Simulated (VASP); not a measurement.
Level of theory: PBE GGA with D3 dispersion (Becke-Johnson damping), VASP's PBE PAW potentials (set 64) (plane waves; VASP).

VASP input:

### POSCAR
```
SnTe
1
    0.0000000000     3.1527540518     3.1527540518
    3.1527540518     0.0000000000     3.1527540518
    3.1527540518     3.1527540518     0.0000000000
Sn Te
1 1
Direct
  0.0000000000   0.0000000000   0.0000000000
  0.5000000000   0.5000000000   0.5000000000
```

**KPOINTS**
```
kpoints
0
Gamma
  7 7 7
0 0 0
```

**INCAR**
```
SYSTEM=SnTe
PREC=Accurate; ENCUT=520; LREAL=F
LASPH=T
EDIFF=1E-7; NELM=100; ALGO=Normal
LMAXMIX=4
ISMEAR=0; SIGMA=0.05
GGA=PE; IVDW=12
ISIF=2
LWAVE=F; LCHARG=F
```

POTCAR, in this order: Sn_d Te (PBE.64 set). Program: vasp_std.

The run wrote:

**OSZICAR**
```
       N       E                     dE             d eps       ncg     rms          rms(c)
DAV:   1     0.122821235771E+03    0.12282E+03   -0.98335E+03   560   0.161E+03
DAV:   2     0.358450547297E+01   -0.11924E+03   -0.11783E+03   590   0.368E+02
DAV:   3    -0.729323977924E+01   -0.10878E+02   -0.10849E+02   746   0.983E+01
DAV:   4    -0.758704343554E+01   -0.29380E+00   -0.29374E+00   622   0.174E+01
DAV:   5    -0.759812432940E+01   -0.11081E-01   -0.11081E-01   844   0.341E+00    0.474E+00
DAV:   6    -0.754713316194E+01    0.50991E-01   -0.12927E-01   686   0.278E+00    0.298E+00
DAV:   7    -0.754856793738E+01   -0.14348E-02   -0.51493E-02   706   0.133E+00    0.786E-01
DAV:   8    -0.754871089810E+01   -0.14296E-03   -0.72612E-03   632   0.798E-01    0.173E-01
DAV:   9    -0.754882754649E+01   -0.11665E-03   -0.51398E-04   708   0.253E-01    0.317E-02
DAV:  10    -0.754883441363E+01   -0.68671E-05   -0.64919E-05   634   0.784E-02    0.170E-02
DAV:  11    -0.754884048239E+01   -0.60688E-05   -0.36732E-05   620   0.541E-02    0.229E-02
DAV:  12    -0.754884001618E+01    0.46621E-06   -0.29623E-06   680   0.138E-02    0.110E-02
DAV:  13    -0.754883949148E+01    0.52470E-06   -0.52551E-07   650   0.563E-03    0.222E-03
DAV:  14    -0.754883955022E+01   -0.58736E-07   -0.29798E-07   476   0.672E-03
   1 F= -.83491642E+01 E0= -.83491642E+01  d E =-.352191E-14
```

OUTCAR:
```
------------------------ aborting loop because EDIFF is reached ----------------------------------------
 Edisp (eV)   -0.80032
  FORCE on cell =-STRESS in cart. coord.  units (eV):
  Direction    XX          YY          ZZ          XY          YZ          ZX
  --------------------------------------------------------------------------------------
  Total      -0.00228    -0.00228    -0.00228     0.00000     0.00000    -0.00000
  in kB      -0.05841    -0.05841    -0.05841     0.00000     0.00000    -0.00000
  external pressure =       -0.06 kB  Pullay stress =        0.00 kB
  volume of cell :       62.68
      direct lattice vectors                 reciprocal lattice vectors
     0.000000000  3.152754052  3.152754052    -0.158591502  0.158591502  0.158591502
     3.152754052  0.000000000  3.152754052     0.158591502 -0.158591502  0.158591502
     3.152754052  3.152754052  0.000000000     0.158591502  0.158591502 -0.158591502
 POSITION                                       TOTAL-FORCE (eV/Angst)
 -----------------------------------------------------------------------------------
      0.00000      0.00000      0.00000         0.000000     -0.000000     -0.000000
      3.15275      3.15275      3.15275        -0.000000      0.000000      0.000000
 -----------------------------------------------------------------------------------
    total drift:                               -0.000000      0.000000      0.000000
  FREE ENERGIE OF THE ION-ELECTRON SYSTEM (eV)
  ---------------------------------------------------
  free  energy   TOTEN  =        -8.3491642095 eV

  energy  without entropy=       -8.3491642095  energy(sigma->0) =       -8.34916421
```
(Selected blocks of OUTCAR.)

The compound is SnTe in the rock salt structure, which distorts at low temperature. It was relaxed first.
